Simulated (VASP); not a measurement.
Input of a VASP 6.6.1 run:

File INCAR:

```
SYSTEM = ZnO
  ALGO = Normal
  EDIFF = 1E-6
  ENCUT = 520
  GGA = PE
  ISIF = 2
  ISMEAR = 0
  LASPH = .TRUE.
  LCHARG = .TRUE.
  LELF = .TRUE.
  LREAL = .FALSE.
  LVHAR = .TRUE.
  LWAVE = .FALSE.
  NBANDS = 26
  NELM = 100
  PREC = Accurate
  SIGMA = 0.02
```

File KPOINTS:

```
k-points
0
G
  9 9 6
  0 0 0
```

POSCAR

```
ZnO
1.0
    3.2798364058      0.0000000000      0.0000000000
   -1.6399182029      2.8404216476      0.0000000000
    0.0000000000      0.0000000000      5.2930600662
Zn O
2 2
Direct
    0.6666666667      0.3333333333      0.5005247962
    0.3333333333      0.6666666667      0.0005247962
    0.6666666667      0.3333333333      0.8797852038
    0.3333333333      0.6666666667      0.3797852038
```

Potentials or basis: VASP PAW PBE potentials, release 64 (Zn, O).

Run with:

```bash
$ cat potpaw_PBE.64/Zn/POTCAR potpaw_PBE.64/O/POTCAR > POTCAR
$ mpirun -np 1 vasp_std > vasp.out
```

**Question.** What does it give for the pressure?

**Answer.** 0.9 GPa.

**Question.** Estimate the largest force.

**Answer.** 0.005 eV/Å.

**Question.** What does it give for the band gap on the k mesh?

**Answer.** 0.73 eV, direct.

Forces in eV/Å, atoms in the order of the input:
```
Zn   0.000  0.000  0.005
Zn   0.000  0.000  0.005
O    0.000  0.000 -0.005
O    0.000  0.000 -0.005
```

**Measured values to compare with.**

From “Electronic structure of alkaline earth and post-transition metal oxides”, 2009, arxiv:0908.1581, for a bulk crystal of ZnO: band gap 3.37 eV.

Against the measured gap of ZnO, 3.37 eV (quoted in “Electronic structure of alkaline earth and post-transition metal oxides”, 2009, arxiv:0908.1581), the calculated 0.73 eV is off by -2.64 eV. So large a miss can be the level of theory's own, or it may mean another phase, state or a wrong row. The value is that of PBE, without temperature or zero-point motion. Semilocal functionals fall short of measured gaps as a rule. The cell is a database's relaxed one, not the measured one, which moves gaps too.
